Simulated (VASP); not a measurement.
# PIr (Pmmn) in VASP: further runs

The runs below take PIr through single point, with PBE.

Program: VASP 6.6.1. These are calculated values, not measurements. Logs are shortened: lines on timing, memory, paths and dates and some standing lists are left out, and cuts for length are marked.

## Step 1: Starting point

The structure is orthorhombic, space group Pmmn (No. 59). Conventional cell: a = 2.788 Å, b = 3.615 Å, c = 6.146 Å, α = 90.00°, β = 90.00°, γ = 90.00°. Around Ir (site symmetry mm2) lie 4 P at 2.30 to 2.44 Å and 4 Ir at 2.36 Å. P (site symmetry mm2) is surrounded by 4 Ir at 2.30 to 2.44 Å.

The cell was built by a generator and needn't be a form met in nature.

## Step 2: Single point, PBE

File INCAR:

```
PREC = Accurate
ENCUT = 520
EDIFF = 1E-7
ISMEAR = -1
SIGMA = 0.1
LREAL = F
LASPH = T
NELM = 80
ALGO = Normal
ISIF = 2
LWAVE = F
LCHARG = F
GGA = PE
NBANDS = 22
```

File KPOINTS:

```
regular mesh
0
Gamma
  6 5 3
```

File POSCAR:

```
PIr
1.0
    2.7875100000      0.0000000000      0.0000000000
    0.0000000000      3.6153690000      0.0000000000
    0.0000000000      0.0000000000      6.1457750000
Ir P
2 2
Direct
    0.2500000000      0.7500000000      0.4527000000
    0.7500000000      0.2500000000      0.5473000000
    0.2500000000      0.2500000000      0.2213000000
    0.7500000000      0.7500000000      0.7787000000
```

Potentials or basis: VASP PAW PBE potentials, release 64 (Ir, P).

Run with:

```bash
$ cat potpaw_PBE.64/Ir/POTCAR potpaw_PBE.64/P/POTCAR > POTCAR
$ mpirun -np 1 vasp_std > vasp.out
```

OUTCAR:

```text
PREC = Accurate
   ENCUT = 520
   EDIFF = 1E-7
   ISMEAR = -1
   LREAL = F
   LASPH = T
   NELM = 80
   ISIF = 2
   GGA = PE

 ion  position               nearest neighbor table
   1  0.250  0.750  0.453-   3 2.30   3 2.30   2 2.36   2 2.36   2 2.36   2 2.36   4 2.44   4 2.44

   2  0.750  0.250  0.547-   4 2.30   4 2.30   1 2.36   1 2.36   1 2.36   1 2.36   3 2.44   3 2.44

   3  0.250  0.250  0.221-   1 2.30   1 2.30   2 2.44   2 2.44
   4  0.750  0.750  0.779-   2 2.30   2 2.30   1 2.44   1 2.44

  LATTYP: Found a simple orthorhombic cell.
 ALAT       =     2.7875100000
 B/A-ratio  =     1.2969887104
 C/A-ratio  =     2.2047544224

  Lattice vectors:

 A1 = (   2.7875100000,   0.0000000000,   0.0000000000)
 A2 = (   0.0000000000,   3.6153690000,   0.0000000000)
 A3 = (   0.0000000000,   0.0000000000,   6.1457750000)

Analysis of symmetry for initial positions (statically):
=====================================================================
 Subroutine PRICEL returns:
 Original cell was already a primitive cell.

 Routine SETGRP: Setting up the symmetry group for a
 simple orthorhombic supercell.

 Subroutine GETGRP returns: Found  8 space group operations
 (whereof  2 operations were pure point group operations)
 out of a pool of  8 trial point group operations.

The static configuration has the point symmetry S_2 .
 The point group associated with its full space group is D_2h.

Analysis of symmetry for dynamics (positions and initial velocities):
=====================================================================
 Subroutine PRICEL returns:
 Original cell was already a primitive cell.

 Routine SETGRP: Setting up the symmetry group for a
 simple orthorhombic supercell.

 Subroutine GETGRP returns: Found  8 space group operations
 (whereof  2 operations were pure point group operations)
 out of a pool of  8 trial point group operations.

The dynamic configuration has the point symmetry S_2 .
 The point group associated with its full space group is D_2h.

 Subroutine INISYM returns: Found  8 space group operations
 (whereof  2 operations are pure point group operations),
 and found     1 'primitive' translations

----------------------------------------------------------------------------------------

                                     Primitive cell

  volume of cell :      61.9364

  direct lattice vectors                    reciprocal lattice vectors
     2.787510000  0.000000000  0.000000000     0.358743108  0.000000000  0.000000000
     0.000000000  3.615369000  0.000000000     0.000000000  0.276596939  0.000000000
     0.000000000  0.000000000  6.145775000     0.000000000  0.000000000  0.162713409

  length of vectors
     2.787510000  3.615369000  6.145775000     0.358743108  0.276596939  0.162713409

  position of ions in fractional coordinates (direct lattice)
     0.250000000  0.750000000  0.452700000
     0.750000000  0.250000000  0.547300000
     0.250000000  0.250000000  0.221300000
     0.750000000  0.750000000  0.778700000

  ion indices of the primitive-cell ions
   primitive index   ion index
                 1           1
                 2           2
                 3           3
                 4           4

----------------------------------------------------------------------------------------

 KPOINTS: regular mesh

Automatic generation of k-mesh.
 Grid dimensions read from file:
 generate k-points for:    6    5    3

 Generating k-lattice:

  Cartesian coordinates                     Fractional coordinates (reciprocal lattice)
     0.059790518  0.000000000  0.000000000     0.166666667  0.000000000  0.000000000
     0.000000000  0.055319388  0.000000000     0.000000000  0.200000000  0.000000000
     0.000000000  0.000000000  0.054237803     0.000000000  0.000000000  0.333333333

  Length of vectors
     0.059790518  0.055319388  0.054237803

  Shift w.r.t. Gamma in fractional coordinates (k-lattice)
     0.000000000  0.000000000  0.000000000

 Subroutine IBZKPT returns following result:
 ===========================================

 Found     24 irreducible k-points:

 Following reciprocal coordinates:
            Coordinates               Weight
  0.000000  0.000000  0.000000      1.000000
  0.166667  0.000000  0.000000      2.000000
  0.333333  0.000000  0.000000      2.000000
  0.500000  0.000000  0.000000      1.000000
  0.000000  0.200000  0.000000      2.000000
  0.166667  0.200000  0.000000      4.000000
[... 16 lines left out ...]
  0.333333  0.400000  0.333333      8.000000
  0.500000  0.400000  0.333333      4.000000
   k-points           NKPTS =     24   k-points in BZ     NKDIM =     24   number of bands    NBANDS=     22
   number of dos      NEDOS =    301   number of ions     NIONS =      4
   total plane-waves  NPLWV =  32256
   dimension x,y,z NGX =    24 NGY =   28 NGZ =   48
   dimension x,y,z NGXF=    48 NGYF=   56 NGZF=   96
   ions per type =               2   2
   NGX,Y,Z   is equivalent  to a cutoff of  14.31, 12.88, 12.98 a.u.
   NGXF,Y,Z  is equivalent  to a cutoff of  28.63, 25.75, 25.97 a.u.
 SYSTEM =  unknown system
   PREC   = accura    normal or accurate (medium, high low for compatibility)
   ISTART =      0    job   : 0-new  1-cont  2-samecut
   ICHARG =      2    charge: 1-file 2-atom 10-const
   ISPIN  =      1    spin polarized calculation?
   LNONCOLLINEAR =      F non collinear calculations
   LSORBIT =      F    spin-orbit coupling
   LASPH  =      T    aspherical Exc in radial PAW
   ENCUT  =  520.0 eV  38.22 Ry    6.18 a.u.   5.18  6.72 11.43*2*pi/ulx,y,z
   NELM   =     80;   NELMIN=  2; NELMDL= -5     # of ELM steps
   EDIFF  = 0.1E-06   stopping-criterion for ELM
   LREAL  =      F    real-space projection
   EDIFFG = 0.1E-05   stopping-criterion for IOM
   NSW    =      0    number of steps for IOM
   IBRION =     -1    ionic relax: 0-MD 1-quasi-New 2-CG
   NFREE  =      0    steps in history (QN), initial steepest desc. (CG)
   ISIF   =      2    stress and relaxation
   ISYM   =      2    0-nonsym 1-usesym 2-fastsym
   POTIM  = 0.5000    time-step for ionic-motion
   TEBEG  =    0.0;   TEEND  =   0.0 temperature during run
   PSTRESS=    0.0 pullay stress
   NELECT =      28.0000    total number of electrons
   NUPDOWN=      -1.0000    fix difference up-down
   EMIN   =  10.00;   EMAX   =-10.00  energy-range for DOS
   EFERMI =   0.00;   METHOD = LEGACY
   ISMEAR =    -1;   SIGMA  =   0.10  broadening in eV -4-tet -1-fermi 0-gaus
   EFERMI_NEDOS =   21; number of points for ismear=-14 and -15
   IALGO  =     38    algorithm
   IMIX   =      4    mixing-type and parameters
     AMIX     =   0.40;   BMIX     =  1.00
     AMIX_MAG =   1.60;   BMIX_MAG =  1.00
  volume/ion in A,a.u.               =      15.48       104.49
  Fermi-wavevector in a.u.,A,eV,Ry     =   1.256451  2.374348 21.479102  1.578669
  Thomas-Fermi vector in A             =   2.390158
   LORBIT       =      0    0 simple, 1 ext, 2 COOP (PROOUT), +10 PAW based schemes
   GGA     = PE    functional components
   LHFCALC =     F    Hartree Fock is set to
   AEXX    =    0.0000 exact exchange contribution
   IVDW    =     0    specifies the selected vdW correction
   LEPSILON=     F    determine dielectric tensor
   LRPA    =     F    only Hartree local field effects (RPA)
 non-spin polarized calculation
  energy-cutoff  :      520.00
  volume of cell :       61.94
 maximum number of plane-waves:      1685
 NGX is ok and might be reduce to    24
   NGX = 11   NGY = 13   NGZ = 23

 number of electron      28.0000001 magnetization

 Free energy of the ion-electron system (eV)
  ---------------------------------------------------
  ext. energy  EPLUGINS =         0.00000000
  ---------------------------------------------------
  free energy    TOTEN  =       -24.47835894 eV

  energy without entropy =      -24.39867414  energy(sigma->0) =      -24.43851654

 E-fermi :   8.9718     XC(G=0): -11.7671

 val. band max:        8.7655619365   @ k =   0.3333   0.0000   0.3333
 cond. band min:       9.0124737982   @ k =   0.3333   0.2000   0.3333
 fundamental gap:      0.2469118617
 Fermi energy:         8.9718476905

 k-point     1 :       0.0000    0.0000    0.0000
  band No.  band energies     occupation
      1      -5.9490      2.00000
      2      -3.9503      2.00000
      3      -0.3922      2.00000
      4      -0.1604      2.00000
      5       1.2224      2.00000
      6       1.6703      2.00000
[... 14 lines left out ...]
     21      16.5082      0.00000
     22      17.0833      0.00000

 k-point     2 :       0.1667    0.0000    0.0000
  band No.  band energies     occupation
      1      -5.4125      2.00000
      2      -3.7057      2.00000
      3       0.2846      2.00000
      4       0.4003      2.00000
      5       0.7128      2.00000
      6       2.6134      2.00000
[... 14 lines left out ...]
     21      16.6501      0.00000
     22      18.1137      0.00000

 k-point     3 :       0.3333    0.0000    0.0000
  band No.  band energies     occupation
      1      -4.0902      2.00000
      2      -3.1988      2.00000
      3       0.4938      2.00000
      4       0.7061      2.00000
      5       2.1111      2.00000
      6       3.0101      2.00000
[... 14 lines left out ...]
     21      16.6501      0.00000
     22      17.1912      0.00000
[... 476 lines left out ...]
 k-point    23 :       0.3333    0.4000    0.3333
  band No.  band energies     occupation
      1      -3.0139      2.00000
      2      -2.8262      2.00000
      3       0.2143      2.00000
      4       0.4765      2.00000
      5       2.4940      2.00000
      6       3.2378      2.00000
[... 14 lines left out ...]
     21      16.6751      0.00000
     22      17.3144      0.00000

 k-point    24 :       0.5000    0.4000    0.3333
  band No.  band energies     occupation
      1      -2.3831      2.00000
      2      -2.3831      2.00000
      3      -0.0314      2.00000
      4      -0.0314      2.00000
      5       2.7036      2.00000
      6       2.7036      2.00000
[... 14 lines left out ...]
     21      16.7076      0.00000
     22      16.7076      0.00000

------------------------ aborting loop because EDIFF is reached ----------------------------------------

  FORCE on cell =-STRESS in cart. coord.  units (eV):
  Direction    XX          YY          ZZ          XY          YZ          ZX
  --------------------------------------------------------------------------------------
  -------------------------------------------------------------------------------------
  Total       22.5096567     42.1290065     12.3163528      0.0000000      0.0000000      0.0000000
  in kB      582.2824949   1089.7981837    318.6008887      0.0000000      0.0000000      0.0000000
  external PRESSURE =     663.5605224 kB  Pullay stress =       0.0000000 kB

 VOLUME and BASIS-vectors are now :
 -----------------------------------------------------------------------------
  energy-cutoff  :      520.00
  volume of cell :       61.94
      direct lattice vectors                 reciprocal lattice vectors
     2.787510000  0.000000000  0.000000000     0.358743108  0.000000000  0.000000000
     0.000000000  3.615369000  0.000000000     0.000000000  0.276596939  0.000000000
     0.000000000  0.000000000  6.145775000     0.000000000  0.000000000  0.162713409

 POSITION                                       TOTAL-FORCE (eV/Angst)
 -----------------------------------------------------------------------------------
      0.69688      2.71153      2.78219         0.000000     -0.000000     -5.013902
      2.09063      0.90384      3.36358         0.000000     -0.000000      5.013902
      0.69688      0.90384      1.36006         0.000000      0.000000     -2.675121
      2.09063      2.71153      4.78571         0.000000      0.000000      2.675121
 -----------------------------------------------------------------------------------
    total drift:                                0.000000      0.000000      0.000000

  FREE ENERGIE OF THE ION-ELECTRON SYSTEM (eV)
  ---------------------------------------------------
  free  energy   TOTEN  =       -24.4783589370 eV

  energy  without entropy=      -24.3986741379  energy(sigma->0) =      -24.43851654
```

Run time: 22 s. Hardware: 1 thread of AMD EPYC 9R14 (Zen 4), shared host; peak memory 0.16 GiB.

What came out:

```
Free energy            : -24.4784 eV
Pressure               : 66.4 GPa
Largest force          : 5.014 eV/Å
Band gap on the k mesh : none (metal or under the smearing width)
```

Forces on the atoms (eV/Å):
```
Ir   0.000  0.000 -5.014
Ir   0.000  0.000  5.014
P    0.000  0.000 -2.675
P    0.000  0.000  2.675
```

Levels at points of the mesh, in eV from the Fermi level:
```tsv
k point	band 11	band 12	band 13	band 14	band 15	band 16	band 17	band 18
(0.00, 0.00, 0.00)	-1.87	-1.52	-1.00	0.31	2.67	2.69	3.31	3.35
(0.50, 0.00, 0.00)	-1.59	-1.59	-1.20	-1.20	1.51	1.51	4.12	4.12
```

Caveat: the k mesh is coarse (spacing up to 0.38 Å⁻¹), so the values aren't converged; a pressure of tens of GPa on the cell as given is suspect, and the run, the potentials or the cell itself is likely at fault; forces of over 1 eV/Å show positions far from the minimum, so gaps and moduli don't describe the material at rest. The run has no spin-orbit coupling, so splittings on Ir are missing.

## Step 3: Single point, PBE

File INCAR:

```
SYSTEM = PIr
PREC = Accurate ; ENCUT = 520
EDIFF = 1E-6 ; ISMEAR = 0
SIGMA = 0.01 ; LREAL = .FALSE.
LASPH = .TRUE. ; NELM = 100
ALGO = Normal ; ISIF = 2
LWAVE = .FALSE. ; LCHARG = .FALSE.
GGA = PE ; NBANDS = 22
```

File KPOINTS:

```
Automatic mesh
0
G
  6 5 3
  0 0 0
```

POSCAR is that of step 2.

Potentials or basis: VASP PAW PBE potentials, release 64 (Ir, P).

Run with:

```bash
$ cat potpaw_PBE.64/Ir/POTCAR potpaw_PBE.64/P/POTCAR > POTCAR
$ mpirun -np 1 vasp_std > vasp.out
```

Run time: 21 s. Hardware: 1 thread of AMD EPYC 9R14 (Zen 4), shared host; peak memory 0.16 GiB.

It converged, with:

```
Free energy            : -24.4301 eV
Pressure               : 66.3 GPa
Largest force          : 5.073 eV/Å
Band gap on the k mesh : none (metal or under the smearing width)
```

Forces in eV/Å, atoms in the order of the input:
```
Ir   0.000  0.000 -5.073
Ir   0.000  0.000  5.073
P    0.000  0.000 -2.633
P    0.000  0.000  2.633
```

Stress tensor (GPa, compression positive):
```
 57.82   0.00   0.00
  0.00 109.58   0.00
  0.00   0.00  31.42
```

Levels at points of the mesh, in eV from the Fermi level:
```
           k point  band 10  band 11  band 12  band 13  band 14  band 15  band 16  band 17  band 18  band 19
(0.00, 0.00, 0.00)    -4.11    -1.92    -1.57    -1.06     0.25     2.61     2.63     3.24     3.29     5.57
(0.50, 0.00, 0.00)    -3.91    -1.64    -1.64    -1.26    -1.26     1.45     1.45     4.06     4.06     5.01
```

Caveat: the k mesh is coarse (spacing up to 0.38 Å⁻¹), so the values aren't converged; a pressure of tens of GPa on the cell as given is suspect, and the run, the potentials or the cell itself is likely at fault; forces of over 1 eV/Å show positions far from the minimum, so gaps and moduli don't describe the material at rest. The run has no spin-orbit coupling, so splittings on Ir are missing.

[end of part 1 of 2]
